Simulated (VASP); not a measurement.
Input:

```yaml
crystal:
  lattice:
    - [0.00000, 3.18530, 3.18530]
    - [3.18530, 0.00000, 3.18530]
    - [3.18530, 3.18530, 0.00000]
  atoms:
    - { symbol: Te, position: [0.50000, 0.50000, 0.50000] }
    - { symbol: Pb, position: [0.00000, 0.00000, 0.00000] }
```

All values below come from revTPSS meta-GGA, VASP's PBE PAW potentials (set 64) (plane waves; VASP 6.6.1). Run with 520 eV cut-off, 7×7×7 Γ-centred mesh, Gaussian smearing of 0.050 eV, potentials Te Pb_d.

Q: The job: PbTe (rock salt), 2 atoms, revTPSS, static run, 520 eV, 7×7×7 Γ-centred mesh. Roughly how much core time does it take on a busy server core?

A: About 60 core-seconds (one run on a shared machine, a rough figure). It had 20 irreducible k-points, 14 bands, up to 1807 plane waves and 21 electronic steps.

The compound is PbTe in the rock salt structure. This cell is one point of a volume scan, at 0.94 of the reference volume.
